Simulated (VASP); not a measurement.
A VASP calculation is set up with these files.

### INCAR
```
ALGO=Normal
EDIFF=1E-6
EDIFFG=-0.02
ENCUT=620
GGA=PE
IBRION=2
ISIF=3
ISMEAR=1
LASPH=.TRUE.
LCHARG=.FALSE.
LMAXMIX=4
LREAL=.FALSE.
LWAVE=.FALSE.
NELM=100
NSW=40
PREC=Accurate
PSTRESS=450
SIGMA=0.1
SYSTEM=PbO
```

POSCAR:
```
PbO
1.0
  4.0014420911   0.0000000000   0.0000000000
  0.0000000000   4.0014420911   0.0000000000
  0.0000000000   0.0000000000   3.2740060012
Pb O
2 2
Cart
  2.0007210456   0.0000000000   2.1831147230
  0.0000000000   2.0007210456   1.0908912782
  2.0007210456   2.0007210456   3.2740060012
  4.0014420911   0.0000000000   3.2740060012
```

KPOINTS:
```
Automatic mesh
0
gamma
8 8 9
```

POTCAR, in this order: Pb_d O (PBE.64 set). Program: vasp_std.

Problem. Translate this PBE calculation to Ansatz.

Solution. One equivalent input (not run):
Ansatz 0.2 input:
```yaml
crystal:
  lattice:
    - [4.0014421, 0.0000000, 0.0000000]
    - [0.0000000, 4.0014421, 0.0000000]
    - [0.0000000, 0.0000000, 3.2740060]
  atoms:
    - { symbol: Pb, position: [0.5000000, 0.0000000, 0.6668023] }
    - { symbol: Pb, position: [0.0000000, 0.5000000, 0.3331977] }
    - { symbol: O, position: [0.5000000, 0.5000000, 1.0000000] }
    - { symbol: O, position: [1.0000000, 0.0000000, 1.0000000] }
kpoints:
  mp_grid: { grid: [8, 8, 9] }
hamiltonian:
  xc: pbe
  pseudopotentials: { kind: paw }
scf:
  occupations: { method: methfessel_paxton, width: 0.1 }
  max_iter: 100
relax:
  max_steps: 40
  f_tol: 0.02
  cell: { p_target: 45 }
output: { forces: true, stress: true, eigenvalues: true }
```
Limits of the translation: each code has its own PAW files, so the cut-off isn't converted (ENCUT is set for VASP's; basis.ecutwfc is left out, and Ansatz then takes the one that its files recommend); Ansatz stops its SCF on the density residual and VASP on the energy change (EDIFF).

The compound is PbO in the litharge structure. This run relaxes it under an external pressure of 45 GPa. Symmetry was kept, so distortions that lower it aren't found.
